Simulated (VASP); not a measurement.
An input for Quantum ESPRESSO's pw.x (written as the equivalent of a VASP run, and not itself run):

```
&CONTROL
  calculation = 'scf'
  pseudo_dir = './pseudo'
  outdir = './out'
  tprnfor = .true.
  tstress = .true.
/
&SYSTEM
  ibrav = 0
  nat = 5
  ntyp = 3
  ecutwfc = 84
  occupations = 'smearing'
  smearing = 'gaussian'
  degauss = 0.003675
  input_dft = 'pz'
/
&ELECTRONS
  conv_thr = 7.3e-09
  electron_maxstep = 100
/
ATOMIC_SPECIES
  Ba 137.327 Ba.upf
  Zr 91.224 Zr.upf
  O 15.999 O.upf
CELL_PARAMETERS angstrom
     4.0748843    0.0000000    0.0000000
     0.0000000    4.0748843    0.0000000
     0.0000000    0.0000000    4.0748843
ATOMIC_POSITIONS crystal
  Ba   0.0000000  0.0000000  0.0000000
  Zr   0.5000000  0.5000000  0.5000000
  O    0.5000000  0.0000000  0.5000000
  O    0.0000000  0.5000000  0.5000000
  O    0.5000000  0.5000000  0.0000000
K_POINTS automatic
  5 5 5 0 0 0
```

Task: Translate this input to VASP (INCAR, KPOINTS, POSCAR, choice of POTCAR).

Result: Several could match; the one computed here: 
**KPOINTS**
```
K-points
0
Gamma
5 5 5
0 0 0
```

File POSCAR:
```
BaZrO3
1
    4.0748843209     0.0000000000     0.0000000000
    0.0000000000     4.0748843209     0.0000000000
    0.0000000000     0.0000000000     4.0748843209
Ba Zr O
1 1 3
Direct
  0.0000000000   0.0000000000   0.0000000000
  0.5000000000   0.5000000000   0.5000000000
  0.5000000000   0.0000000000   0.5000000000
  0.0000000000   0.5000000000   0.5000000000
  0.5000000000   0.5000000000   0.0000000000
```

### INCAR
```
SYSTEM = BaZrO3
PREC = Accurate
ENCUT = 520
EDIFF = 1E-7
NELM = 100
ALGO = Normal
LREAL = .FALSE.
LASPH = .TRUE.
ISMEAR = 0
SIGMA = 0.05
LMAXMIX = 4
LWAVE = .FALSE.
LCHARG = .FALSE.
ISIF = 2
```

POTCAR, in this order: Ba_sv Zr_sv O (LDA.64 set). Program: vasp_std.

Limits of the translation: the potentials are each code's own (VASP's PAW set, PseudoDojo norm-conserving files in pw.x), so ENCUT and ecutwfc are chosen apart and not converted; conv_thr bounds pw.x's estimated SCF error, while EDIFF bounds the energy change between steps.

The compound is BaZrO3 in the cubic perovskite structure. This cell is one point of a volume scan, at 0.94 of the reference volume.
